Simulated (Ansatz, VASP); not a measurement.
**Two plane-wave programs on Na2Cd**

```xyz
6
Lattice="0.0000 4.5239 4.5239 4.5239 0.0000 4.5239 4.5239 4.5239 0.0000" Properties=species:S:1:pos:R:3 pbc="T T T"
Na    5.6549    5.6549    5.6549
Na    5.6549    3.3929    3.3929
Na    3.3929    3.3929    5.6549
Na    3.3929    5.6549    3.3929
Cd    0.0000    0.0000    0.0000
Cd    2.2620    2.2620    2.2620
```

Alike in both runs: functional PBE; k mesh 4 × 4 × 4; occupations gaussian, width 0.1 eV; no spin polarisation.

Ansatz relaxed the structure, and its values are those at the end. VASP's run is a single point on that final structure, the one shown.

|  | VASP | Ansatz |
| --- | --- | --- |
| version | VASP 6.6.1 | Ansatz 0.2.0 |
| potentials or method | VASP PAW PBE potentials, release 64 (Na_pv, Cd) | scalar-relativistic, plane waves, PAW |
| plane-wave cutoff (eV) | 520 | 420 |
| valence electrons in the cell | 52 | 76 |

```tsv
	VASP	Ansatz	Ansatz less VASP
gap on the k mesh at the Fermi level (eV)	none	none	-
pressure (GPa)	0.2	0.2	0.00
```

A gap of «none» marks a metal or a gap that the smearing closes. The two sets of potentials don't hold the same shells in valence.
